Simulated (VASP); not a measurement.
Method: revTPSS meta-GGA, VASP's PBE PAW potentials (set 64) (plane waves; VASP).

A VASP calculation is set up with these files.

File KPOINTS_OPT:
```
k-points along high-symmetry lines
6
Line-mode
Reciprocal
  0.000000   0.000000   0.000000 ! GAMMA
  0.000000   0.500000   0.000000 ! X

  0.000000   0.500000   0.000000 ! X
  0.500000   0.500000   0.000000 ! M

  0.500000   0.500000   0.000000 ! M
  0.000000   0.000000   0.000000 ! GAMMA

  0.000000   0.000000   0.000000 ! GAMMA
  0.000000   0.000000   0.500000 ! Z

  0.000000   0.000000   0.500000 ! Z
  0.000000   0.500000   0.500000 ! R

  0.000000   0.500000   0.500000 ! R
  0.500000   0.500000   0.500000 ! A

  0.500000   0.500000   0.500000 ! A
  0.000000   0.000000   0.500000 ! Z

  0.000000   0.500000   0.000000 ! X
  0.000000   0.500000   0.500000 ! R

  0.500000   0.500000   0.000000 ! M
  0.500000   0.500000   0.500000 ! A
```

### INCAR
```
SYSTEM = TiAl
PREC = Accurate
ENCUT = 520
EDIFF = 1E-7
NELM = 100
ALGO = Normal
LREAL = .FALSE.
LASPH = .TRUE.
ISMEAR = -5
METAGGA = RTPSS
LMIXTAU = .TRUE.
LMAXMIX = 4
LWAVE = .FALSE.
LCHARG = .FALSE.
LORBIT = 11
NEDOS = 601
ISIF = 2
```

POSCAR:
```
TiAl
1.0
  2.8059070197   0.0000000000   0.0000000000
  0.0000000000   2.8059070197   0.0000000000
  0.0000000000   0.0000000000   4.0274658499
Ti Al
1 1
Cart
  0.0000000000   0.0000000000   0.0000000000
  1.4029535098   1.4029535098   2.0137329249
```

**KPOINTS**
```
Automatic mesh
0
Gamma
14 14 10
0 0 0
```

POTCAR, in this order: Ti_sv Al (PBE.64 set). Program: vasp_std.

Predict the energy per atom (σ→0), band gap (over mesh and band path).

```
Quantity                                                               Value
----------------------------------  ----------------------------------------
energy per atom (σ→0)                                         -6.801 eV/atom
band gap (over mesh and band path)  none (metal, semimetal or under 0.01 eV)
```

**OSZICAR**
```
...
DAV:  20    -0.136011576522E+02    0.16871E-05   -0.52518E-06  5945   0.283E-02    0.763E-03
DAV:  21    -0.136011599779E+02   -0.23257E-05   -0.66998E-07  5394   0.109E-02    0.280E-03
DAV:  22    -0.136011617074E+02   -0.17295E-05   -0.28776E-07  4429   0.743E-03    0.678E-04
DAV:  23    -0.136011619455E+02   -0.23812E-06   -0.18772E-08  2559   0.207E-03    0.439E-04
DAV:  24    -0.136011622198E+02   -0.27422E-06   -0.18106E-08  2499   0.189E-03    0.114E-04
DAV:  25    -0.136011622986E+02   -0.78832E-07   -0.42460E-09  2493   0.815E-04
   1 F= -.13601162E+02 E0= -.13601162E+02  d E =0.000000E+00
       N       E                     dE             ncg
```

The compound is TiAl in the L1_0 structure. It was relaxed first. The electron count is odd and the run is not spin-polarised, which forces a metal.
